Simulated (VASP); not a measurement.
Here is the system:

```
CELL_PARAMETERS angstrom
      4.30867     0.00000     0.00000
      0.00000     4.30867     0.00000
      0.00000     0.00000     4.30867
ATOMIC_POSITIONS crystal
  Cu 0.75000 0.25000 0.75000
  Cu 0.25000 0.75000 0.75000
  Cu 0.75000 0.75000 0.25000
  Cu 0.25000 0.25000 0.25000
  O  0.00000 0.00000 0.00000
  O  0.50000 0.50000 0.50000
```

Computed with PBE GGA, VASP's PBE PAW potentials (set 64) (plane waves; VASP 6.6.1). Settings: 520 eV cut-off, 5×5×5 Γ-centred mesh, Gaussian smearing of 0.050 eV, potentials Cu O.

Estimate the energy per atom (σ→0), band gap (on the k-mesh) with the smallest direct gap where there is one.

* **band gap (on the k-mesh)**: 0.47 eV
* **smallest direct gap (on the k-mesh)**: 0.47 eV
* **energy per atom (σ→0)**: -4.548 eV/atom

Only differences to runs with the same potentials and settings are physical.

The compound is Cu2O in the cuprite structure. It was relaxed first. The start is the result of an earlier pass.
